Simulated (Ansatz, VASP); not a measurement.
Be5Ge: VASP beside Ansatz

```
Be Ge
1.0
     4.40628    0.00000    0.00000
    -2.20314    3.81595    0.00000
     0.00000    0.00000    3.58993
Be Ge
5 1
Cartesian
  0.0000 2.5440 0.0000
  2.2031 1.2720 0.0000
  2.2031 0.0000 1.7950
  1.1016 1.9080 1.7950
  -1.1016 1.9080 1.7950
  0.0000 0.0000 0.0000
```

Alike in both runs: functional PBEsol; k mesh 9 × 9 × 10; occupations gaussian, width 0.1 eV; no spin polarisation.

Ansatz relaxed the structure, and its values are those at the end. VASP's run is a single point on that final structure, the one shown.

|  | VASP | Ansatz |
| --- | --- | --- |
| version | VASP 6.6.1 | Ansatz 0.2.0 |
| potentials or method | VASP PAW PBE potentials, release 64 (Be, Ge_d) | scalar-relativistic, plane waves, PAW |
| plane-wave cutoff (eV) | 520 | 420 |
| valence electrons in the cell | 24 | 24 |

```tsv
	VASP	Ansatz	Ansatz less VASP
gap on the k mesh at the Fermi level (eV)	none	none	-
pressure (GPa)	0.3	0.0	-0.26
```

A gap of «none» marks a metal or a gap that the smearing closes.

Caveats: the PAW data sets were made with another functional, which shifts forces and pressure a little (VASP).
